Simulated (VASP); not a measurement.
Write the native input for VASP 6.6.1 that does the following.

| Property | Result |
| --- | --- |
| Task | single point |
| Functional | PBE |
| Potentials or basis | VASP PAW PBE potentials, release 64 (Zn, O) |
| Cutoff | 520 eV |
| k mesh | 9 × 9 × 6 |
| Occupations | gaussian, width 0.05 eV |
| Spin | no spin polarisation |
| Dipole correction | no |
| Further INCAR settings | ALGO = Normal; EDIFF = 1e-06; NBANDS = 26 |

The structure of ZnO lies in POSCAR:

```
ZnO
1.0
    3.2797238684      0.0000000000      0.0000000000
   -1.6398619342      2.8403241874      0.0000000000
    0.0000000000      0.0000000000      5.0465601497
Zn O
2 2
Direct
    0.3333333333      0.6666666667      0.0075371416
    0.6666666667      0.3333333333      0.5075371416
    0.3333333333      0.6666666667      0.3558723808
    0.6666666667      0.3333333333      0.8558723808
```

The cell isn't the ideal one: mode 7 frozen in at -0.131 Å, normal strain along z -0.0467.

The input as run:

INCAR

```
PREC     = Accurate       # precision mode
ENCUT    = 520            # plane-wave cutoff, eV
EDIFF    = 1E-6           # SCF threshold, eV
ISMEAR   = 0              # smearing method
SIGMA    = 0.05           # smearing width, eV
LREAL    = False          # projectors in reciprocal space
LASPH    = True           # aspherical terms in the spheres
NELM     = 100            # most SCF steps
ALGO     = Normal         # electronic algorithm
ISIF     = 2              # what is computed and relaxed
LWAVE    = False          # write WAVECAR
LCHARG   = False          # write CHGCAR
GGA      = PE             # functional
NBANDS   = 26             # bands
```

KPOINTS

```
regular mesh
0
Gamma
  9 9 6
```

Potentials or basis: VASP PAW PBE potentials, release 64 (Zn, O).

The run is started by

```console
$ cat potpaw_PBE.64/Zn/POTCAR potpaw_PBE.64/O/POTCAR > POTCAR
$ mpirun -np 1 vasp_std > vasp.out
```

Results of the run:

- Pressure: 14.4 GPa
- Largest force: 3.093 eV/Å
- Band gap on the k mesh: 0.86 eV, direct

Caveat: forces of over 1 eV/Å show positions far from the minimum, so gaps and moduli don't describe the material at rest.

Wall time 43 s on 1 thread of Intel(R) Xeon(R) Platinum 8259CL CPU @ 2.50GHz (Skylake/Cascade Lake), on a shared host, peak memory 0.18 GiB.
